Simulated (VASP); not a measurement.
Shape and ions are relaxed at each volume.

```cif
data_B2Hf
_chemical_formula_sum 'Hf1 B2'
_space_group_name_H-M_alt 'P6/mmm'
_space_group_IT_number 191
_space_group_name_Hall '-P 6 2'
_cell_length_a 3.11902
_cell_length_b 3.11902
_cell_length_c 3.46917
_cell_angle_alpha 90.000
_cell_angle_beta 90.000
_cell_angle_gamma 120.000
loop_
_atom_site_label
_atom_site_type_symbol
_atom_site_symmetry_multiplicity
_atom_site_Wyckoff_symbol
_atom_site_fract_x
_atom_site_fract_y
_atom_site_fract_z
_atom_site_occupancy
Hf1 Hf 1 a 0.00000 0.00000 0.00000 1
B1 B 2 d 0.33333 0.66667 0.50000 1
```

Calculation: SCAN meta-GGA, VASP's PBE PAW potentials (set 64) (plane waves; VASP). Settings: 520 eV cut-off, 11×11×9 Γ-centred mesh, first-order Methfessel-Paxton smearing of 0.10 eV, potentials Hf_pv B.

Q: Give the energy at these volumes per atom, relative to the lowest: 9.17, 9.46, 9.75, 10.04, 10.34 Å³.

A: 31.3, 7.2, 0.0, 7.3, 27.0 meV/atom. A third-order Birch-Murnaghan fit gives B0 = 265 GPa and B0′ = 4.0.

The compound is HfB2 in the AlB2 type structure. It was relaxed first.
